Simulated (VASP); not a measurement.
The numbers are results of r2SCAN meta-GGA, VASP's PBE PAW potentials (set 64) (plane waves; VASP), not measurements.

The input files of a VASP run:

POSCAR:
```
SnSe2
1
    1.9591158223    -3.3932883634     0.0000000000
    1.9591158223     3.3932883634     0.0000000000
    0.0000000000     0.0000000000     6.6574978016
Sn Se
1 2
Direct
  0.0000000000   0.0000000000   0.0000000000
  0.3333330000   0.6666670000   0.2411371927
  0.6666670000   0.3333330000   0.7588628073
```

### INCAR
```
SYSTEM = SnSe2
PREC = Accurate
ENCUT = 520
EDIFF = 1E-7
NELM = 100
ALGO = Normal
LREAL = .FALSE.
LASPH = .TRUE.
ISMEAR = 0
SIGMA = 0.05
METAGGA = R2SCAN
LMIXTAU = .TRUE.
LMAXMIX = 4
LWAVE = .FALSE.
LCHARG = .FALSE.
ISIF = 4
IBRION = 2
NSW = 30
EDIFFG = -0.01
```

File KPOINTS:
```
Automatic mesh
0
Gamma
7 7 4
0 0 0
```

POTCAR, in this order: Sn_d Se (PBE.64 set). Program: vasp_std.

The run wrote:

File OUTCAR:
```
 ion  position               nearest neighbor table
   1  0.000  0.000  0.000-   2 2.77   3 2.77   3 2.77   2 2.77   3 2.77   2 2.77
   2  0.333  0.667  0.241-   1 2.77   1 2.77   1 2.77
   3  0.667  0.333  0.759-   1 2.77   1 2.77   1 2.77
  LATTYP: Found a hexagonal cell.
 ALAT       =     3.9182318362
 C/A-ratio  =     1.6991076791
 Subroutine PRICEL returns:
 Original cell was already a primitive cell.
 Subroutine GETGRP returns: Found 12 space group operations
The static configuration has the point symmetry D_3d.
The dynamic configuration has the point symmetry D_3d.
 Subroutine INISYM returns: Found 12 space group operations
 Subroutine IBZKPT returns following result:
 Found     28 irreducible k-points:

 Following reciprocal coordinates:
            Coordinates               Weight
  0.000000  0.000000  0.000000      1.000000
  0.142857 -0.000000  0.000000      6.000000
  0.285714 -0.000000  0.000000      6.000000
  0.428571 -0.000000  0.000000      6.000000
  0.142857  0.142857  0.000000      6.000000
  0.285714  0.142857  0.000000     12.000000
  0.428571  0.142857  0.000000      6.000000
...
```

### OSZICAR
```
       N       E                     dE             d eps       ncg     rms          rms(c)
DAV:   1     0.150176613774E+03    0.15018E+03   -0.12579E+04   952   0.168E+03
DAV:   2    -0.370410991905E+02   -0.18722E+03   -0.18387E+03  1024   0.384E+02
DAV:   3    -0.584056313198E+02   -0.21365E+02   -0.20973E+02  1233   0.124E+02
DAV:   4    -0.590676355636E+02   -0.66200E+00   -0.66111E+00  1130   0.230E+01
DAV:   5    -0.590840902081E+02   -0.16455E-01   -0.16450E-01  1474   0.372E+00    0.525E+00
DAV:   6    -0.566652865463E+02    0.24188E+01   -0.17685E+00  1192   0.205E+01    0.361E+00
DAV:   7    -0.537599890238E+02    0.29053E+01   -0.87501E-01  1069   0.607E+00    0.134E+00
DAV:   8    -0.544755931601E+02   -0.71560E+00   -0.58878E-01   965   0.605E+00    0.607E-01
DAV:   9    -0.545355013658E+02   -0.59908E-01   -0.16090E-01   992   0.320E+00    0.374E-01
DAV:  10    -0.545533380725E+02   -0.17837E-01   -0.17165E-02  1131   0.115E+00    0.235E-01
DAV:  11    -0.545773172966E+02   -0.23979E-01   -0.52104E-02   963   0.203E+00    0.133E-01
DAV:  12    -0.545789720075E+02   -0.16547E-02   -0.48980E-03  1043   0.536E-01    0.124E-01
DAV:  13    -0.545798010825E+02   -0.82907E-03   -0.26743E-04  1128   0.164E-01    0.964E-02
DAV:  14    -0.545823341531E+02   -0.25331E-02   -0.22252E-03   964   0.475E-01    0.314E-02
DAV:  15    -0.545824620343E+02   -0.12788E-03   -0.44096E-04  1154   0.187E-01    0.348E-02
DAV:  16    -0.545823845541E+02    0.77480E-04   -0.15531E-04   993   0.123E-01    0.349E-02
DAV:  17    -0.545824144022E+02   -0.29848E-04   -0.13390E-05  1035   0.336E-02    0.261E-02
DAV:  18    -0.545824697192E+02   -0.55317E-04   -0.10799E-04   964   0.101E-01    0.120E-02
DAV:  19    -0.545824712440E+02   -0.15248E-05   -0.76934E-06   967   0.271E-02    0.817E-03
DAV:  20    -0.545824717624E+02   -0.51839E-06   -0.10926E-06  1054   0.102E-02    0.224E-03
DAV:  21    -0.545824717860E+02   -0.23654E-07   -0.32901E-07   933   0.515E-03
   1 F= -.54582472E+02 E0= -.54582472E+02  d E =-.545825E+02
       N       E                     dE             d eps       ncg     rms          rms(c)
DAV:   1    -0.545938028318E+02   -0.11331E-01   -0.10806E+00   952   0.512E+00    0.320E-01
DAV:   2    -0.545990809100E+02   -0.52781E-02   -0.45306E-02  1199   0.134E+00    0.102E-01
DAV:   3    -0.546008577019E+02   -0.17768E-02   -0.17316E-03  1019   0.368E-01    0.734E-02
DAV:   4    -0.546008643431E+02   -0.66412E-05   -0.27621E-04  1155   0.150E-01    0.322E-02
DAV:   5    -0.546008701892E+02   -0.58461E-05   -0.21214E-04   959   0.149E-01    0.790E-03
DAV:   6    -0.546009235526E+02   -0.53363E-04   -0.11902E-04   960   0.103E-01    0.820E-03
DAV:   7    -0.546009406143E+02   -0.17062E-04   -0.72353E-06   992   0.253E-02    0.556E-03
DAV:   8    -0.546009373518E+02    0.32625E-05   -0.15885E-06  1172   0.126E-02    0.317E-03
DAV:   9    -0.546009417920E+02   -0.44402E-05   -0.22005E-06  1019   0.133E-02    0.238E-03
DAV:  10    -0.546009418743E+02   -0.82258E-07   -0.30375E-07  1118   0.354E-03
   2 F= -.54600942E+02 E0= -.54600942E+02  d E =-.184701E-01
       N       E                     dE             d eps       ncg     rms          rms(c)
DAV:   1    -0.545951758904E+02    0.57659E-02   -0.24977E+00   952   0.779E+00    0.505E-01
DAV:   2    -0.546083321319E+02   -0.13156E-01   -0.10628E-01  1200   0.205E+00    0.153E-01
DAV:   3    -0.546122532390E+02   -0.39211E-02   -0.38571E-03  1023   0.548E-01    0.111E-01
DAV:   4    -0.546122544388E+02   -0.11998E-05   -0.66722E-04  1159   0.231E-01    0.469E-02
DAV:   5    -0.546122513699E+02    0.30688E-05   -0.52203E-04   959   0.234E-01    0.122E-02
DAV:   6    -0.546123954051E+02   -0.14404E-03   -0.29734E-04   960   0.163E-01    0.128E-02
DAV:   7    -0.546124362250E+02   -0.40820E-04   -0.19000E-05   994   0.413E-02    0.831E-03
DAV:   8    -0.546124303870E+02    0.58379E-05   -0.49073E-06  1036   0.214E-02    0.393E-03
DAV:   9    -0.546124382152E+02   -0.78281E-05   -0.43855E-06  1023   0.195E-02    0.324E-03
DAV:  10    -0.546124383700E+02   -0.15484E-06   -0.68088E-07  1174   0.525E-03    0.360E-03
DAV:  11    -0.546124384503E+02   -0.80266E-07   -0.18234E-08   491   0.136E-03
   3 F= -.54612438E+02 E0= -.54612438E+02  d E =-.299667E-01
       N       E                     dE             d eps       ncg     rms          rms(c)
DAV:   1    -0.546579666488E+02   -0.45528E-01   -0.24149E+00   952   0.108E+01    0.118E+00
DAV:   2    -0.546368188176E+02    0.21148E-01   -0.13253E-01  1037   0.357E+00    0.659E-01
DAV:   3    -0.546232903467E+02    0.13528E-01   -0.29889E-02  1189   0.149E+00    0.285E-01
DAV:   4    -0.546237593504E+02   -0.46900E-03   -0.64137E-03   963   0.891E-01    0.796E-02
DAV:   5    -0.546235305689E+02    0.22878E-03   -0.33302E-03   960   0.559E-01    0.366E-02
DAV:   6    -0.546239245857E+02   -0.39402E-03   -0.11044E-03   954   0.350E-01    0.241E-02
DAV:   7    -0.546240109679E+02   -0.86382E-04   -0.17797E-04   964   0.117E-01    0.702E-03
DAV:   8    -0.546240202201E+02   -0.92523E-05   -0.21935E-05  1020   0.479E-02    0.324E-03
DAV:   9    -0.546240240278E+02   -0.38077E-05   -0.80706E-06  1045   0.303E-02    0.357E-03
DAV:  10    -0.546240246951E+02   -0.66734E-06   -0.25815E-06  1017   0.179E-02    0.663E-04
DAV:  11    -0.546240258097E+02   -0.11146E-05   -0.66031E-07   986   0.812E-03    0.374E-04
DAV:  12    -0.546240255720E+02    0.23773E-06   -0.11238E-07   767   0.290E-03    0.196E-04
DAV:  13    -0.546240257622E+02   -0.19025E-06   -0.29480E-08   565   0.155E-03    0.824E-05
DAV:  14    -0.546240256302E+02    0.13203E-06   -0.48949E-09   487   0.649E-04    0.584E-05
DAV:  15    -0.546240256646E+02   -0.34415E-07   -0.83313E-10   485   0.309E-04
   4 F= -.54624026E+02 E0= -.54624026E+02  d E =-.115872E-01
       N       E                     dE             d eps       ncg     rms          rms(c)
DAV:   1    -0.546684931304E+02   -0.44468E-01   -0.28354E+00   952   0.118E+01    0.128E+00
DAV:   2    -0.546433875298E+02    0.25106E-01   -0.15661E-01  1059   0.385E+00    0.713E-01
DAV:   3    -0.546272041052E+02    0.16183E-01   -0.35069E-02  1199   0.158E+00    0.311E-01
DAV:   4    -0.546278907411E+02   -0.68664E-03   -0.76377E-03   962   0.968E-01    0.856E-02
DAV:   5    -0.546275410737E+02    0.34967E-03   -0.40788E-03   961   0.618E-01    0.401E-02
DAV:   6    -0.546280498949E+02   -0.50882E-03   -0.13885E-03   954   0.392E-01    0.263E-02
DAV:   7    -0.546281664636E+02   -0.11657E-03   -0.22492E-04   958   0.130E-01    0.763E-03
DAV:   8    -0.546281778852E+02   -0.11422E-04   -0.24420E-05  1026   0.509E-02    0.375E-03
DAV:   9    -0.546281810242E+02   -0.31390E-05   -0.98867E-06  1019   0.336E-02    0.403E-03
DAV:  10    -0.546281829403E+02   -0.19161E-05   -0.33314E-06  1015   0.200E-02    0.756E-04
DAV:  11    -0.546281840230E+02   -0.10827E-05   -0.79030E-07   985   0.879E-03    0.388E-04
DAV:  12    -0.546281837880E+02    0.23506E-06   -0.14626E-07   804   0.328E-03    0.235E-04
DAV:  13    -0.546281840002E+02   -0.21223E-06   -0.43001E-08   674   0.183E-03    0.101E-04
DAV:  14    -0.546281838671E+02    0.13305E-06   -0.63466E-09   486   0.748E-04    0.836E-05
DAV:  15    -0.546281839045E+02   -0.37403E-07   -0.11203E-09   482   0.350E-04
   5 F= -.54628184E+02 E0= -.54628184E+02  d E =-.157455E-01
```

### OUTCAR
```
------------------------ aborting loop because EDIFF is reached ----------------------------------------
  FORCE on cell =-STRESS in cart. coord.  units (eV):
  Direction    XX          YY          ZZ          XY          YZ          ZX
  --------------------------------------------------------------------------------------
  Total       -0.2422263     -0.2422264     -0.2635477     -0.0000000      0.0000000      0.0000000
  in kB       -4.3843985     -4.3843989     -4.7703245     -0.0000000      0.0000000      0.0000000
  external PRESSURE =      -4.5130406 kB  Pullay stress =       0.0000000 kB
  volume of cell :       88.52
      direct lattice vectors                 reciprocal lattice vectors
     1.924970316 -3.334146538  0.000000000     0.259744265 -0.149963415 -0.000000000
     1.924970316  3.334146538 -0.000000000     0.259744265  0.149963415 -0.000000000
     0.000000000 -0.000000000  6.895776725    -0.000000000  0.000000000  0.145016296
 POSITION                                       TOTAL-FORCE (eV/Angst)
 -----------------------------------------------------------------------------------
      0.00000      0.00000      0.00000         0.000000      0.000000      0.000000
      1.92497      1.11138      1.57404        -0.000000     -0.000000     -0.001012
      1.92497     -1.11138      5.32174        -0.000000     -0.000000      0.001012
 -----------------------------------------------------------------------------------
    total drift:                                0.000000     -0.000000      0.000000
  FREE ENERGIE OF THE ION-ELECTRON SYSTEM (eV)
  ---------------------------------------------------
  free  energy   TOTEN  =       -54.6281839045 eV

  energy  without entropy=      -54.6281839045  energy(sigma->0) =      -54.62818390

 reached required accuracy - stopping structural energy minimisation
```
(Selected blocks of OUTCAR.)

File CONTCAR:
```
SnSe2
   1.00000000000000
     1.9249703158741132   -3.3341465383706432    0.0000000000000000
     1.9249703158741132    3.3341465383706432   -0.0000000000000000
     0.0000000000000000   -0.0000000000000000    6.8957767254194957
  Sn              Se
     1     2
Direct
     0.0000000000000000    0.0000000000000000    0.0000000000000000
     0.3333330000000032    0.6666669999999968    0.2282613192334978
     0.6666669999999968    0.3333330000000032    0.7717386807665022
```

File OUTCAR:
```
 val. band max:        2.4403730702   @ k =   0.1429  -0.0000   0.2500

 cond. band min:       3.5880586491   @ k =   0.4286  -0.0000   0.5000


 Fermi energy:         2.6626035634

 k-point     1 :       0.0000    0.0000    0.0000
  band No.  band energies     occupation
      1     -19.3358      2.00000
      2     -19.3357      2.00000
      3     -19.2825      2.00000
      4     -19.2753      2.00000
      5     -19.2753      2.00000
      6     -11.5448      2.00000
      7     -10.0689      2.00000
      8      -3.2692      2.00000
      9       1.9209      2.00000
     10       1.9209      2.00000
     11       1.9585      2.00000
     12       2.2970      2.00000
     13       2.2970      2.00000
     14       4.0071      0.00000
     15       6.0537      0.00000
     16       7.4799      0.00000
     17       7.4799      0.00000

 k-point     2 :       0.1429   -0.0000    0.0000
  band No.  band energies     occupation
      1     -19.3453      2.00000
      2     -19.3300      2.00000
      3     -19.2803      2.00000
      4     -19.2761      2.00000
      5     -19.2736      2.00000
      6     -11.3470      2.00000
      7      -9.9366      2.00000
      8      -3.2958      2.00000
      9       0.4403      2.00000
     10       1.3447      2.00000
     11       1.3888      2.00000
     12       2.0220      2.00000
     13       2.4355      2.00000
     14       4.8980      0.00000
     15       6.6568      0.00000
     16       7.5501      0.00000
     17       7.8973      0.00000

 k-point     3 :       0.2857   -0.0000    0.0000
  band No.  band energies     occupation
      1     -19.3688      2.00000
      2     -19.3204      2.00000
      3     -19.2881      2.00000
      4     -19.2661      2.00000
      5     -19.2629      2.00000
      6     -10.8030      2.00000
      7      -9.6452      2.00000
      8      -3.7026      2.00000
      9      -1.0625      2.00000
     10       0.2009      2.00000
     11       0.6007      2.00000
...
```

Unless said otherwise, spin-orbit coupling is left out, though it shifts the bands of the heavy elements here.

The compound is SnSe2 in the 1T layered structure. This cell is one point of a volume scan, at 1.06 of the reference volume. Symmetry was kept, so distortions that lower it aren't found.
